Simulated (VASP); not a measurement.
VASP input:

POSCAR:
```
PbF2
4.1826320
  0.0000000000   0.7071068150   0.7071068150
  0.7071068150   0.0000000000   0.7071068150
  0.7071068150   0.7071068150   0.0000000000
Pb F
1 2
Cart
  0.0000000000   0.0000000000   0.0000000000
  0.3535534075   0.3535534075   0.3535534075
  1.0606602225   1.0606602225   1.0606602225
```

### INCAR
```
! general
SYSTEM   = PbF2
PREC     = Accurate
ENCUT    = 520
LREAL    = .FALSE.
LASPH    = .TRUE.   ! aspherical one-centre terms

! electronic loop
EDIFF    = 1E-7
NELM     = 100
ALGO     = Normal   ! blocked Davidson
LMAXMIX  = 4   ! l cut-off of mixed one-centre charges

! smearing
ISMEAR   = -5   ! tetrahedra, Bloechl

! functional
GGA      = CX
LUSE_VDW = .TRUE.
AGGAC    = 0.0

! ions
ISIF     = 2

! output
LWAVE    = .FALSE.
LCHARG   = .TRUE.
LORBIT   = 11
NEDOS    = 601   ! DOS grid

! other
LEFG     = .TRUE.
```

File KPOINTS:
```
K-points
0
G
7 7 7
0 0 0
```

POTCAR, in this order: Pb_d F (PBE.64 set). Program: vasp_std.

Question: Translate this vdW-DF-cx calculation to Quantum ESPRESSO's pw.x.

Answer: One equivalent input (not run):
```
&CONTROL
  calculation = 'scf'
  pseudo_dir = './pseudo'
  outdir = './out'
  tprnfor = .true.
  tstress = .true.
/
&SYSTEM
  ibrav = 0
  nat = 3
  ntyp = 2
  ecutwfc = 84
  occupations = 'tetrahedra'
  input_dft = 'vdw-df-cx'
/
&ELECTRONS
  conv_thr = 7.3e-09
  electron_maxstep = 100
/
ATOMIC_SPECIES
  Pb 207.200 Pb.upf
  F 18.998 F.upf
CELL_PARAMETERS angstrom
    -0.0000000    2.9575676    2.9575676
     2.9575676    0.0000000    2.9575676
     2.9575676    2.9575676    0.0000000
ATOMIC_POSITIONS crystal
  Pb   0.0000000  0.0000000  0.0000000
  F    0.2500000  0.2500000  0.2500000
  F    0.7500000  0.7500000  0.7500000
K_POINTS automatic
  7 7 7 0 0 0
```
Limits of the translation: the potentials are each code's own (VASP's PAW set, PseudoDojo norm-conserving files in pw.x), so ENCUT and ecutwfc are chosen apart and not converted; conv_thr bounds pw.x's estimated SCF error, while EDIFF bounds the energy change between steps; the field gradients of LEFG aren't asked of the other code.

The compound is PbF2 in the fluorite structure, the β form. It was relaxed first.
